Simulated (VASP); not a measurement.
VASP ran on this input.

### INCAR
```
SYSTEM = Be
PREC = Accurate
ENCUT = 400
EDIFF = 1E-6
NELM = 100
ALGO = Normal
LREAL = .FALSE.
LASPH = .TRUE.
ISMEAR = 1
SIGMA = 1.0
GGA = PE
LWAVE = .FALSE.
LCHARG = .FALSE.
ISIF = 2
```

File KPOINTS:
```
Automatic mesh
0
Gamma
14 14 8
0 0 0
```

File POSCAR:
```
Be
1
    1.1450000000    -1.9831980000     0.0000000000
    1.1450000000     1.9831980000     0.0000000000
    0.0000000000     0.0000000000     3.5800000000
Be
2
Direct
  0.3333330000   0.6666670000   0.2500000000
  0.6666670000   0.3333330000   0.7500000000
```

POTCAR, in this order: Be (PBE.64 set). Program: vasp_std.

Does this input run properly? What does VASP do?

There is a fault: SIGMA is far too large. The run ends without an error. Against the sound run, the energy per atom (σ→0) falls by 0.004 eV/atom; the pressure drops by 0.33 GPa.

**standard output**
```
 POSCAR found type information on POSCAR Be
 POSCAR found :  1 types and       2 ions
 Reading from existing POTCAR
 Reading from existing POTCAR
 LDA part: xc-table for (Slater+PW92), standard interpolation
 POSCAR, INCAR and KPOINTS ok, starting setup
 WAVECAR not read
 entering main loop
       N       E                     dE             d eps       ncg     rms          rms(c)
DAV:   1    -0.375575449944E+01   -0.37558E+01   -0.15752E+03  1464   0.445E+02
DAV:   2    -0.755568496877E+01   -0.37999E+01   -0.37037E+01  2316   0.527E+01
DAV:   3    -0.757541335648E+01   -0.19728E-01   -0.19747E-01  1830   0.372E+00
DAV:   4    -0.757542529222E+01   -0.11936E-04   -0.11938E-04  2148   0.108E-01
DAV:   5    -0.757542529650E+01   -0.42809E-08   -0.37928E-08  1836   0.101E-03    0.119E+00
DAV:   6    -0.753253063342E+01    0.42895E-01   -0.54684E-03  1662   0.105E+00    0.727E-01
DAV:   7    -0.751498091742E+01    0.17550E-01   -0.61878E-03  1638   0.111E+00    0.261E-02
DAV:   8    -0.751496036130E+01    0.20556E-04   -0.12910E-05  2076   0.424E-02    0.886E-03
DAV:   9    -0.751495973313E+01    0.62817E-06   -0.25560E-06  1770   0.200E-02
   1 F= -.75149597E+01 E0= -.75257232E+01  d E =0.322904E-01
```

### OUTCAR
```
------------------------ aborting loop because EDIFF is reached ----------------------------------------
  FORCE on cell =-STRESS in cart. coord.  units (eV):
  Direction    XX          YY          ZZ          XY          YZ          ZX
  --------------------------------------------------------------------------------------
  Total       -0.3730863     -0.3730862     -0.2861802     -0.0000000      0.0000000      0.0000000
  in kB      -36.7650599    -36.7650534    -28.2010671     -0.0000000      0.0000000      0.0000000
  external PRESSURE =     -33.9103935 kB  Pullay stress =       0.0000000 kB
  volume of cell :       16.26
      direct lattice vectors                 reciprocal lattice vectors
     1.145000000 -1.983198000  0.000000000     0.436681223 -0.252118044  0.000000000
     1.145000000  1.983198000  0.000000000     0.436681223  0.252118044  0.000000000
     0.000000000  0.000000000  3.580000000     0.000000000  0.000000000  0.279329609
 POSITION                                       TOTAL-FORCE (eV/Angst)
 -----------------------------------------------------------------------------------
      1.14500      0.66107      0.89500        -0.000000      0.000000      0.000000
      1.14500     -0.66107      2.68500         0.000000     -0.000000      0.000000
 -----------------------------------------------------------------------------------
    total drift:                                0.000000     -0.000003      0.000005
  FREE ENERGIE OF THE ION-ELECTRON SYSTEM (eV)
  ---------------------------------------------------
  free  energy   TOTEN  =        -7.5149597331 eV

  energy  without entropy=       -7.5472501795  energy(sigma->0) =       -7.52572322
```
(Selected blocks of OUTCAR.)

To mend it, set SIGMA = 0.1.

The mended run (PBE GGA, plane waves, VASP's PBE PAW potentials (set 64)) converges, and its OSZICAR ends with
```
   1 F= -.75175487E+01 E0= -.75174499E+01  d E =-.296529E-03
```

The compound is Be in the hcp structure. The cell was not relaxed at this level.
